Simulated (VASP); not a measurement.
Consider the following.

```
CELL_PARAMETERS angstrom
      4.07677     0.00000     0.00000
      0.00000     4.07677     0.00000
      0.00000     0.00000     4.07677
ATOMIC_POSITIONS crystal
  K  0.50000 0.50000 0.50000
  Ta 0.00000 0.00000 0.00000
  O  0.00000 0.50000 0.00000
  O  0.50000 0.00000 0.00000
  O  0.00000 0.00000 0.50000
```

The numbers are results of PBE GGA, VASP's PBE PAW potentials (set 64) (plane waves; VASP), not measurements. Run with 400 eV cut-off, 6×6×6 Γ-centred mesh, Gaussian smearing of 0.010 eV, potentials K_sv Ta_pv O.

At this cut-off the stress carries a Pulay error, which pulls relaxed volumes low. Energy and stress use the plane-wave basis of the starting cell.

Problem. The ions, cell shape and volume are relaxed. Which structure does the run end with?

Solution. 
```
CELL_PARAMETERS angstrom
      4.00728     0.00000     0.00000
      0.00000     4.00728     0.00000
      0.00000     0.00000     4.00728
ATOMIC_POSITIONS crystal
  K  0.50000 0.50000 0.50000
  Ta 0.00000 0.00000 0.00000
  O  0.00000 0.50000 0.00000
  O  0.50000 0.00000 0.00000
  O  0.00000 0.00000 0.50000
```
Space group Pm-3m (221), at a tolerance of 0.03 Å.

Problem. How do energy and volume change from the first to the last step?

Solution. The energy (σ→0) changes by -23.5 meV/atom and the volume by -5.0 %, in 4 ionic steps.

The structure comes from a computed database's KTaO3 entry; how it stands against other phases isn't given here. This run relaxes it. Symmetry was kept, so distortions that lower it aren't found. The run is one of a series of settings (EDIFFG = -0.01, IBRION = 2, ISIF = 3, NSW = 50 against the base run), some of them coarse on purpose.
